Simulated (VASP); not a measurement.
These are vdW-DF-cx, VASP's PBE PAW potentials (set 64) (plane waves; VASP) values and carry that method's errors.

VASP input:

POSCAR:
```
Be
1
    1.1433234229    -1.9802940840     0.0000000000
    1.1433234229     1.9802940840     0.0000000000
    0.0000000000     0.0000000000     3.5824902893
Be
2
Direct
  0.3333330000   0.6666670000   0.2500000000
  0.6666670000   0.3333330000   0.7500000000
```

**KPOINTS**
```
Automatic mesh
0
G
  18 18 10
0 0 0
```

### INCAR
```
SYSTEM = Be
PREC = Accurate
ENCUT = 520
EDIFF = 1E-7
NELM = 100
ALGO = Normal
LREAL = .FALSE.
LASPH = .TRUE.
ISMEAR = 1
SIGMA = 0.1
GGA = CX
LUSE_VDW = .TRUE.
AGGAC = 0.0
LWAVE = .FALSE.
LCHARG = .FALSE.
ISIF = 4
IBRION = 2
NSW = 30
EDIFFG = -0.01
```

POTCAR, in this order: Be (PBE.64 set). Program: vasp_std.

What VASP printed:

OUTCAR:
```
 ion  position               nearest neighbor table
   1  0.333  0.667  0.250-   2 2.23   2 2.23   2 2.23   2 2.23   2 2.23   2 2.23
   2  0.667  0.333  0.750-   1 2.23   1 2.23   1 2.23   1 2.23   1 2.23   1 2.23
  LATTYP: Found a hexagonal cell.
 ALAT       =     2.2866466952
 C/A-ratio  =     1.5667003988
 Subroutine PRICEL returns:
 Original cell was already a primitive cell.
 Subroutine GETGRP returns: Found 24 space group operations
The static configuration has the point symmetry D_3d.
 The point group associated with its full space group is D_6h.
The dynamic configuration has the point symmetry D_3d.
 Subroutine INISYM returns: Found 24 space group operations
 Subroutine IBZKPT returns following result:
 Found    222 irreducible k-points:

 Following reciprocal coordinates:
            Coordinates               Weight
  0.000000  0.000000  0.000000      1.000000
  0.055556 -0.000000  0.000000      6.000000
  0.111111 -0.000000  0.000000      6.000000
  0.166667 -0.000000  0.000000      6.000000
  0.222222 -0.000000  0.000000      6.000000
  0.277778  0.000000  0.000000      6.000000
  0.333333  0.000000  0.000000      6.000000
...
```

### OSZICAR
```
       N       E                     dE             d eps       ncg     rms          rms(c)
DAV:   1    -0.146346552905E+01   -0.14635E+01   -0.18222E+03  2700   0.547E+02
DAV:   2    -0.650165680772E+01   -0.50382E+01   -0.48623E+01  4062   0.640E+01
DAV:   3    -0.653373314182E+01   -0.32076E-01   -0.29821E-01  3648   0.452E+00
DAV:   4    -0.653376374118E+01   -0.30599E-04   -0.30597E-04  3756   0.133E-01
DAV:   5    -0.653376378540E+01   -0.44224E-07   -0.43872E-07  3660   0.244E-03    0.123E+00
DAV:   6    -0.653525530592E+01   -0.14915E-02   -0.70465E-04  2994   0.442E-01    0.752E-01
DAV:   7    -0.654140969951E+01   -0.61544E-02   -0.19828E-03  2874   0.509E-01    0.294E-02
DAV:   8    -0.654141466046E+01   -0.49610E-05   -0.36790E-06  4398   0.199E-02    0.174E-02
DAV:   9    -0.654141800065E+01   -0.33402E-05   -0.20917E-06  2940   0.166E-02    0.675E-04
DAV:  10    -0.654141805428E+01   -0.53634E-07   -0.61615E-09  2406   0.831E-04
   1 F= -.65414181E+01 E0= -.65413563E+01  d E =-.654142E+01
       N       E                     dE             d eps       ncg     rms          rms(c)
DAV:   1    -0.654215236218E+01   -0.73436E-03   -0.68259E-03  3372   0.545E-01    0.306E-02
DAV:   2    -0.654215238746E+01   -0.25280E-07   -0.30118E-05  3264   0.512E-02    0.191E-02
DAV:   3    -0.654215030629E+01    0.20812E-05   -0.88110E-07  3726   0.858E-03    0.327E-04
DAV:   4    -0.654215031222E+01   -0.59338E-08   -0.49249E-09  2538   0.794E-04
   2 F= -.65421503E+01 E0= -.65420966E+01  d E =-.732258E-03
       N       E                     dE             d eps       ncg     rms          rms(c)
DAV:   1    -0.654216624387E+01   -0.15938E-04   -0.18644E-04  3402   0.900E-02    0.535E-03
DAV:   2    -0.654216619188E+01    0.51984E-07   -0.82796E-07  3264   0.850E-03
   3 F= -.65421662E+01 E0= -.65421086E+01  d E =-.748138E-03
```

File OUTCAR:
```
------------------------ aborting loop because EDIFF is reached ----------------------------------------
  FORCE on cell =-STRESS in cart. coord.  units (eV):
  Direction    XX          YY          ZZ          XY          YZ          ZX
  --------------------------------------------------------------------------------------
  Total       -0.0196233     -0.0196233     -0.0184528      0.0000000      0.0000000     -0.0000000
  in kB       -1.9380709     -1.9380706     -1.8224656      0.0000000      0.0000000     -0.0000000
  external PRESSURE =      -1.8995357 kB  Pullay stress =       0.0000000 kB
  volume of cell :       16.22
      direct lattice vectors                 reciprocal lattice vectors
     1.140344301 -1.975134094  0.000000000     0.438464067 -0.253147369 -0.000000000
     1.140344301  1.975134094  0.000000000     0.438464067  0.253147369 -0.000000000
     0.000000000  0.000000000  3.601233079    -0.000000000  0.000000000  0.277682665
 POSITION                                       TOTAL-FORCE (eV/Angst)
 -----------------------------------------------------------------------------------
      1.14034      0.65838      0.90031        -0.000000     -0.000000      0.000000
      1.14034     -0.65838      2.70092         0.000000      0.000000      0.000000
 -----------------------------------------------------------------------------------
    total drift:                                0.000000     -0.000004      0.000005
  FREE ENERGIE OF THE ION-ELECTRON SYSTEM (eV)
  ---------------------------------------------------
  free  energy   TOTEN  =        -6.5421661919 eV

  energy  without entropy=       -6.5419933620  energy(sigma->0) =       -6.54210858

 reached required accuracy - stopping structural energy minimisation
```
(Selected blocks of OUTCAR.)

**CONTCAR**
```
Be
   1.00000000000000
     1.1403443005258309   -1.9751340941498108    0.0000000000000000
     1.1403443005258309    1.9751340941498108    0.0000000000000000
     0.0000000000000000    0.0000000000000000    3.6012330794871490
  Be
     2
Direct
     0.3333330000000032    0.6666669999999968    0.2500000000000000
     0.6666669999999968    0.3333330000000032    0.7500000000000000
```

The compound is Be in the hcp structure. This run relaxes it. Symmetry was kept, so distortions that lower it aren't found.
